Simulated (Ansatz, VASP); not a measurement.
## LaGaO3: VASP beside Ansatz

One calculation is typed for both programs; each brings its own data sets. How far apart do they land? The cell is taken from a series of runs on this material, whose earlier steps may have relaxed, scaled, displaced or heated it; both programs get it as it stands.

Method: plane waves, with VASP 6.6.1 beside it; relaxation of cell and atoms at PBEsol, in Ansatz 0.2.0.

### Step 1. Set-up

The structure is tetragonal, space group P4/mbm (No. 127). The conventional cell has a = 5.440 Å, b = 5.440 Å, c = 3.933 Å, α = 90.00°, β = 90.00°, γ = 90.00°. Nearest to La lie 12 O at 2.50 to 3.03 Å. Nearest to Ga lie 6 O at 1.96 to 1.97 Å. Nearest to O lie 2 Ga at 1.96 Å and 4 La at 2.50 to 3.03 Å. O has 2 Ga at 1.97 Å and 4 La at 2.72 Å nearest. Farther neighbours and most contacts between anions are not listed.

### Step 2. VASP: relaxation of cell and atoms, PBEsol, pair 1

The relaxed volume is the usual yardstick between codes: in a stiff, nearly cubic crystal its relative difference is about their pressure difference at one cell divided by the bulk modulus.

Lines of VASP's logs that name or quote its potential files are left out, and so is its time.

Contents of INCAR:

```
SYSTEM = LaGaO3
PREC = Accurate
ENCUT = 600
EDIFF = 1E-07
NELM = 200
ISMEAR = 0
SIGMA = 0.01
LREAL = .FALSE.
ALGO = Normal
GGA = PS
NBANDS = 52
LASPH = .TRUE.
LORBIT = 11
LWAVE = .FALSE.
LCHARG = .FALSE.
ISIF = 3
IBRION = 2
NSW = 80
EDIFFG = -0.005
GGA_COMPAT = .FALSE.
NELMIN = 4
EFERMI = MIDGAP
LMAXMIX = 6
KPAR = 2
```

Contents of POSCAR:

```
LaGaO3
1.0
    5.4403060000      0.0000000000      0.0000000000
    0.0000000000      5.4403060000      0.0000000000
    0.0000000000      0.0000000000      3.9331250000
La Ga O
2 2 6
Direct
    0.0000000000      0.5000000000      0.5000001271
    0.5000000000      0.0000000000      0.5000001271
    0.5000000000      0.5000000000      0.0000000000
    0.0000000000      0.0000000000      0.0000000000
    0.2989212372      0.2010785790      0.0000000000
    0.7010785790      0.7989212372      0.0000000000
    0.2010785790      0.7010785790      0.0000000000
    0.7989212372      0.2989212372      0.0000000000
    0.5000000000      0.5000000000      0.5000001271
    0.0000000000      0.0000000000      0.5000001271
```

Contents of KPOINTS:

```
Automatic mesh
0
Gamma
4 4 6
0 0 0
```

The projector-augmented-wave data sets are La, Ga_d and O (PBE family, release 64).

Command:

```console
$ mpirun -np 2 vasp_std
```

Numbers of over 12 decimals in the logs are rounded to 6 here.

The log of the run:

```text
[banner, memory and clock lines left out]
running    2 mpi-ranks, on    1 nodes
 distrk:  each k-point on    1 cores,    2 groups
 distr:  one band on    1 cores,    1 groups

 POSCAR found type information on POSCAR LaGaO
 POSCAR found :  3 types and      10 ions
|                                                                             |
|               ----> ADVICE to this user running VASP <----                  |
|                                                                             |
|     You enforced a specific xc type in the INCAR file but a different       |
|     [... a line on the potential file left out ...]
|     I HOPE YOU KNOW WHAT YOU ARE DOING!                                     |
|                                                                             |

 LDA part: xc-table for (Slater+PW92), standard interpolation
 POSCAR, INCAR and KPOINTS ok, starting setup
 FFT: planning ... GRIDC
 FFT: planning ... GRID_SOFT
 FFT: planning ... GRID
 WAVECAR not read
 entering main loop
       N       E                     dE             d eps       ncg     rms          rms(c)
DAV:   1     0.111829186676E+04    0.11183E+04   -0.38166E+04  2824   0.315E+03
DAV:   2     0.316475382200E+03   -0.80182E+03   -0.72720E+03  2648   0.654E+02
DAV:   3     0.132550266665E+02   -0.30322E+03   -0.28393E+03  2980   0.292E+02
DAV:   4    -0.753677929075E+02   -0.88623E+02   -0.84834E+02  4240   0.143E+02
DAV:   5    -0.832925589348E+02   -0.79248E+01   -0.79119E+01  4112   0.428E+01    0.161E+01
DAV:   6    -0.758453239621E+02    0.74472E+01   -0.48588E+01  4640   0.538E+01    0.604E+00
DAV:   7    -0.761769930524E+02   -0.33167E+00   -0.59131E+00  4288   0.146E+01    0.358E+00
DAV:   8    -0.761224861983E+02    0.54507E-01   -0.10153E+00  4360   0.719E+00    0.119E+00
DAV:   9    -0.760884982152E+02    0.33988E-01   -0.21269E-01  4224   0.392E+00    0.337E-01
DAV:  10    -0.760897346463E+02   -0.12364E-02   -0.47000E-02  4528   0.126E+00    0.116E-01
DAV:  11    -0.760901102734E+02   -0.37563E-03   -0.48082E-03  4520   0.516E-01    0.591E-02
DAV:  12    -0.760901244907E+02   -0.14217E-04   -0.80281E-04  3960   0.206E-01    0.258E-02
DAV:  13    -0.760901399202E+02   -0.15430E-04   -0.27799E-04  4712   0.979E-02    0.214E-02
DAV:  14    -0.760901340696E+02    0.58506E-05   -0.31958E-05  3864   0.377E-02    0.139E-02
DAV:  15    -0.760901326016E+02    0.14681E-05   -0.40267E-05  4584   0.360E-02    0.326E-03
DAV:  16    -0.760901327804E+02   -0.17880E-06   -0.38866E-06  3992   0.118E-02    0.221E-03
DAV:  17    -0.760901327072E+02    0.73162E-07   -0.68089E-07  3696   0.537E-03
   1 F= -.76090133E+02 E0= -.76090133E+02  d E =-.760901E+02
[...]
2 F= -.76090169E+02 E0= -.76090169E+02  d E =-.364090E-04
[...]
3 F= -.76090179E+02 E0= -.76090179E+02  d E =-.458209E-04
[...]
4 F= -.76090197E+02 E0= -.76090197E+02  d E =-.180802E-04
[...]
5 F= -.76090240E+02 E0= -.76090240E+02  d E =-.610326E-04
 curvature:  -1.53 expect dE=-0.616E-04 dE for cont linesearch -0.182E-04
 ZBRENT: increasing intervall
 opt :   1.8125  next Energy=   -76.090274 (dE=-0.952E-04)
 bond charge predicted
       N       E                     dE             d eps       ncg     rms          rms(c)
DAV:   1    -0.760899318180E+02    0.30784E-03   -0.98990E-02  3300   0.156E+00    0.737E-02
DAV:   2    -0.760902901781E+02   -0.35836E-03   -0.44668E-03  3456   0.518E-01    0.370E-02
DAV:   3    -0.760902860650E+02    0.41131E-05   -0.37536E-04  4216   0.169E-01    0.201E-02
DAV:   4    -0.760902766898E+02    0.93752E-05   -0.57575E-05  4120   0.717E-02    0.585E-03
DAV:   5    -0.760902766124E+02    0.77396E-07   -0.13005E-05  3860   0.249E-02    0.302E-03
DAV:   6    -0.760902762304E+02    0.38200E-06   -0.16797E-06  4176   0.108E-02    0.154E-03
DAV:   7    -0.760902760543E+02    0.17606E-06   -0.18813E-07  2168   0.377E-03    0.518E-04
DAV:   8    -0.760902760009E+02    0.53429E-07   -0.90300E-08  2036   0.297E-03
   6 F= -.76090276E+02 E0= -.76090276E+02  d E =-.974728E-04
 curvature:  -2.88 expect dE=-0.296E-05 dE for cont linesearch -0.796E-07
 trial: gam=-0.07898 g(F)=  0.347E-09 g(S)=  0.103E-05 ort = 0.300E-05 (trialstep = 0.507E+00)
 search vector abs. value=  0.258E-05
 reached required accuracy - stopping structural energy minimisation
```

Parts of OUTCAR (step 2):

```text
ion  position               nearest neighbor table
   1  0.000  0.500  0.500-   7 2.50   7 2.50   8 2.50   8 2.50   9 2.72  10 2.72  10 2.72   9 2.72

  LATTYP: Found a simple tetragonal cell.
 ALAT       =     5.4403060000
 C/A-ratio  =     0.7229602526

 Subroutine GETGRP returns: Found 16 space group operations
 (whereof  8 operations were pure point group operations)

The static configuration has the point symmetry C_4h.
 The point group associated with its full space group is D_4h.

 Found     24 irreducible k-points:

   k-points           NKPTS =     24   k-points in BZ     NKDIM =     24   number of bands    NBANDS=     52

   dimension x,y,z NGX =    48 NGY =   48 NGZ =   32
   dimension x,y,z NGXF=    96 NGYF=   96 NGZF=   64

   ENCUT  =  600.0 eV  44.10 Ry    6.64 a.u.  10.87 10.87  7.86*2*pi/ulx,y,z

   NELECT =      84.0000    total number of electrons

 k-points in reciprocal lattice and weights: Automatic mesh
   0.00000000  0.00000000  0.00000000       0.010
   0.25000000  0.00000000  0.00000000       0.042
   0.50000000  0.00000000  0.00000000       0.021
   0.25000000  0.25000000  0.00000000       0.042
   0.50000000  0.25000000  0.00000000       0.042
   0.50000000  0.50000000  0.00000000       0.010
   0.00000000  0.00000000  0.16666667       0.021
   0.25000000  0.00000000  0.16666667       0.083
   0.50000000  0.00000000  0.16666667       0.042
[...]
0.50000000  0.25000000  0.50000000       0.042
   0.50000000  0.50000000  0.50000000       0.010

 average (electrostatic) potential at core
       1 -94.5596       2 -94.5596       3 -60.8877       4 -60.8877       5 -66.4110
       6 -66.4110       7 -66.4110       8 -66.4110       9 -66.4459      10 -66.4459

 E-fermi :   8.5621

 k-point     1 :       0.0000    0.0000    0.0000
  band No.  band energies     occupation
    ...
     38       5.8803      2.00000
     39       6.4723      2.00000
     40       6.6667      2.00000
     41       6.6695      2.00000
     42       6.6695      2.00000
     43      10.2172      0.00000
     44      10.4205      0.00000
     45      11.4986      0.00000
     46      11.4986      0.00000
     47      11.7070      0.00000
    ...

 k-point     2 :       0.2500    0.0000    0.0000
  band No.  band energies     occupation
    ...
     38       5.9591      2.00000
     39       6.1413      2.00000
     40       6.3615      2.00000
     41       6.4992      2.00000
     42       6.6506      2.00000
     43      10.6890      0.00000
     44      11.1576      0.00000
     45      11.4624      0.00000
     46      11.5221      0.00000
     47      11.6691      0.00000
    ...

 k-point     3 :       0.5000    0.0000    0.0000
  band No.  band energies     occupation
    ...
     38       5.7667      2.00000
     39       6.0259      2.00000
     40       6.0259      2.00000
     41       6.5690      2.00000
     42       6.5690      2.00000
     43      11.3233      0.00000
     44      11.3233      0.00000
     45      11.6045      0.00000
     46      11.6045      0.00000
     47      11.6388      0.00000
    ...

  Total        0.0087210      0.0087210      0.0077856      0.0000000      0.0000000      0.0000000
  in kB        0.1200392      0.1200392      0.1071633      0.0000000      0.0000000      0.0000000
  external PRESSURE =       0.1157472 kB  Pullay stress =       0.0000000 kB

  energy-cutoff  :      600.00
  volume of cell :      116.40
      direct lattice vectors                 reciprocal lattice vectors
     5.438966454  0.000000000  0.000000000     0.183858461  0.000000000  0.000000000
     0.000000000  5.438966454  0.000000000     0.000000000  0.183858461 -0.000000000
     0.000000000  0.000000000  3.934808489     0.000000000 -0.000000000  0.254141975

 POSITION                                       TOTAL-FORCE (eV/Angst)
 -----------------------------------------------------------------------------------
      0.00000      2.71948      1.96740         0.000000      0.000000      0.000000
      2.71948      0.00000      1.96740         0.000000      0.000000      0.000000
      2.71948      2.71948      0.00000         0.000000      0.000000      0.000000
      0.00000      0.00000      0.00000         0.000000      0.000000      0.000000
      1.62919      1.09030      0.00000         0.000030     -0.000030      0.000000
      3.80978      4.34867      0.00000        -0.000030      0.000030      0.000000
      1.09030      3.80978      0.00000        -0.000030     -0.000030      0.000000
      4.34867      1.62919      0.00000         0.000030      0.000030      0.000000
      2.71948      2.71948      1.96740         0.000000      0.000000      0.000000
      0.00000      0.00000      1.96740         0.000000      0.000000      0.000000
 -----------------------------------------------------------------------------------
    total drift:                                0.002078      0.002078      0.000603

  FREE ENERGIE OF THE ION-ELECTRON SYSTEM (eV)
  ---------------------------------------------------
  free  energy   TOTEN  =       -76.0902760009 eV

  energy  without entropy=      -76.0902760009  energy(sigma->0) =      -76.09027600

 reached required accuracy - stopping structural energy minimisation

 total charge
# of ion       s       p       d       f       tot
--------------------------------------------------
    1        2.023   5.687   0.549   0.223   8.481
    2        2.023   5.687   0.549   0.223   8.481
    3        0.668   0.788  10.313   0.000  11.769
    4        0.668   0.788  10.313   0.000  11.769
    5        1.550   3.484   0.000   0.000   5.034
    6        1.550   3.484   0.000   0.000   5.034
    7        1.550   3.484   0.000   0.000   5.034
    8        1.550   3.484   0.000   0.000   5.034
    9        1.548   3.472   0.000   0.000   5.020
   10        1.548   3.472   0.000   0.000   5.020
--------------------------------------------------
tot         14.676  33.831  21.723   0.447  70.677

[... 3 further parts left out ...]
```

(Part 1 of 3 ends here.)

[Lines on the potential files, build, host, timing and source positions are cut from VASP's logs without a mark.]

[Logs are printed without paths, hosts, clocks, repeated set-up lines and the standing remarks that a program may print on its own settings, such as how far it seeks lower states.]

[Hosts, paths, dates, database ids (printed as entryN), source tags and the programs' standing remarks are cut or masked in the printed files.]
